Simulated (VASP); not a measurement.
Level of theory: vdW-DF-cx, VASP's PBE PAW potentials (set 64) (plane waves; VASP).

A VASP calculation is set up with these files.

**POSCAR**
```
AuZn
6.3406320
  0.5000000183   0.0000000000   0.0000000000
  0.0000000000   0.5000000183   0.0000000000
  0.0000000000   0.0000000000   0.5000000183
Zn Au
1 1
Cartesian
  0.2500000092   0.2500000092   0.2500000092
  0.0000000000   0.0000000000   0.0000000000
```

INCAR:
```
SYSTEM = AuZn
PREC = Accurate
ENCUT = 520
EDIFF = 1E-7
NELM = 100
ALGO = Normal
LREAL = .FALSE.
LASPH = .TRUE.
ISMEAR = 1
SIGMA = 0.1
GGA = CX
LUSE_VDW = .TRUE.
AGGAC = 0.0
LMAXMIX = 6
LWAVE = .FALSE.
LCHARG = .FALSE.
ISIF = 2
```

File KPOINTS:
```
Automatic mesh
0
Gamma
12 12 12
0 0 0
```

POTCAR, in this order: Zn Au (PBE.64 set). Program: vasp_std.

The resulting files:

File OUTCAR:
```
 ion  position               nearest neighbor table
   1  0.500  0.500  0.500-   2 2.75   2 2.75   2 2.75   2 2.75   2 2.75   2 2.75   2 2.75   2 2.75
  LATTYP: Found a simple cubic cell.
 ALAT       =     3.1703161162
 Subroutine PRICEL returns:
 Original cell was already a primitive cell.
 Subroutine GETGRP returns: Found 48 space group operations
The static configuration has the point symmetry O_h .
The dynamic configuration has the point symmetry O_h .
 Subroutine INISYM returns: Found 48 space group operations
 Subroutine IBZKPT returns following result:
 Found     84 irreducible k-points:

 Following reciprocal coordinates:
            Coordinates               Weight
  0.000000  0.000000  0.000000      1.000000
  0.083333  0.000000  0.000000      6.000000
  0.166667  0.000000  0.000000      6.000000
  0.250000  0.000000  0.000000      6.000000
  0.333333  0.000000  0.000000      6.000000
  0.416667  0.000000  0.000000      6.000000
  0.500000  0.000000  0.000000      3.000000
  0.083333  0.083333  0.000000     12.000000
  0.166667  0.083333  0.000000     24.000000
  0.250000  0.083333  0.000000     24.000000
...
```

File OSZICAR:
```
       N       E                     dE             d eps       ncg     rms          rms(c)
DAV:   1     0.129583860604E+03    0.12958E+03   -0.11835E+04  2600   0.198E+03
DAV:   2     0.393805391640E+01   -0.12565E+03   -0.12205E+03  2660   0.338E+02
DAV:   3     0.210603895266E-02   -0.39359E+01   -0.39218E+01  3010   0.690E+01
DAV:   4    -0.219268222404E-01   -0.24033E-01   -0.24032E-01  2982   0.473E+00
DAV:   5    -0.221929543577E-01   -0.26613E-03   -0.26613E-03  3059   0.505E-01    0.813E+00
DAV:   6     0.443380815079E+00    0.46557E+00   -0.16992E+00  2604   0.156E+01    0.509E+00
DAV:   7     0.467151932375E+00    0.23771E-01   -0.35890E-02  3387   0.419E+00    0.276E+00
DAV:   8     0.475533676587E+00    0.83817E-02   -0.96307E-03  2921   0.118E+00    0.132E-01
DAV:   9     0.475500303314E+00   -0.33373E-04   -0.39487E-04  2976   0.254E-01    0.673E-02
DAV:  10     0.475484607116E+00   -0.15696E-04   -0.49299E-05  3238   0.139E-01    0.168E-02
DAV:  11     0.475484961726E+00    0.35461E-06   -0.14312E-05  2954   0.979E-02    0.391E-03
DAV:  12     0.475485003023E+00    0.41297E-07   -0.34767E-07  2745   0.131E-02
   1 F= 0.47548500E+00 E0= 0.47563589E+00  d E =-.452665E-03
```

File OUTCAR:
```
------------------------ aborting loop because EDIFF is reached ----------------------------------------
  FORCE on cell =-STRESS in cart. coord.  units (eV):
  Direction    XX          YY          ZZ          XY          YZ          ZX
  --------------------------------------------------------------------------------------
  Total       -0.7426844     -0.7426844     -0.7426844     -0.0000000      0.0000000     -0.0000000
  in kB      -37.3428249    -37.3428249    -37.3428249     -0.0000000      0.0000000     -0.0000000
  external PRESSURE =     -37.3428249 kB  Pullay stress =       0.0000000 kB
  volume of cell :       31.86
      direct lattice vectors                 reciprocal lattice vectors
     3.170316116  0.000000000  0.000000000     0.315425959  0.000000000  0.000000000
     0.000000000  3.170316116  0.000000000     0.000000000  0.315425959  0.000000000
     0.000000000  0.000000000  3.170316116     0.000000000  0.000000000  0.315425959
 POSITION                                       TOTAL-FORCE (eV/Angst)
 -----------------------------------------------------------------------------------
      1.58516      1.58516      1.58516         0.000000      0.000000      0.000000
      0.00000      0.00000      0.00000         0.000000      0.000000      0.000000
 -----------------------------------------------------------------------------------
    total drift:                                0.000000      0.000000     -0.000000
  FREE ENERGIE OF THE ION-ELECTRON SYSTEM (eV)
  ---------------------------------------------------
  free  energy   TOTEN  =         0.4754850030 eV

  energy  without entropy=        0.4759376685  energy(sigma->0) =        0.47563589
```
(Selected blocks of OUTCAR.)

**OUTCAR**
```
 val. band max:        6.6421618820   @ k =   0.4167   0.4167   0.1667

 cond. band min:       6.7442277331   @ k =   0.3333   0.2500   0.0000


 Fermi energy:         6.7368183924

 k-point     1 :       0.0000    0.0000    0.0000
  band No.  band energies     occupation
      1      -3.7577      2.00000
      2      -1.3546      2.00000
      3      -1.3546      2.00000
      4      -0.7209      2.00000
      5      -0.7209      2.00000
      6      -0.7209      2.00000
      7       1.3364      2.00000
      8       1.3364      2.00000
      9       2.9811      2.00000
     10       2.9811      2.00000
     11       2.9811      2.00000
     12      11.6105      0.00000
     13      11.6105      0.00000
     14      11.6105      0.00000
     15      15.1520      0.00000

 k-point     2 :       0.0833    0.0000    0.0000
  band No.  band energies     occupation
      1      -3.6365      2.00000
      2      -1.3299      2.00000
      3      -1.3205      2.00000
      4      -0.7225      2.00000
      5      -0.7225      2.00000
      6      -0.7114      2.00000
      7       1.3189      2.00000
      8       1.3702      2.00000
      9       2.8922      2.00000
     10       2.8922      2.00000
     11       2.9720      2.00000
     12      10.6451      0.00000
     13      11.8360      0.00000
     14      11.8360      0.00000
     15      15.7554      0.00000

 k-point     3 :       0.1667    0.0000    0.0000
  band No.  band energies     occupation
      1      -3.2797      2.00000
      2      -1.2603      2.00000
      3      -1.2282      2.00000
      4      -0.7263      2.00000
      5      -0.7263      2.00000
      6      -0.6853      2.00000
      7       1.2691      2.00000
      8       1.4619      2.00000
      9       2.6623      2.00000
     10       2.6623      2.00000
     11       2.9467      2.00000
     12       8.8958      0.00000
     13      12.4759      0.00000
     14      12.4759      0.00000
     15      16.3989      0.00000
...
```

Unless said otherwise, spin-orbit coupling is left out, though it shifts the bands of the heavy elements here.

The compound is AuZn in the CsCl type structure. This cell is one point of a volume scan, at 1.03 of the reference volume. The electron count is odd and the run is not spin-polarised, which forces a metal.
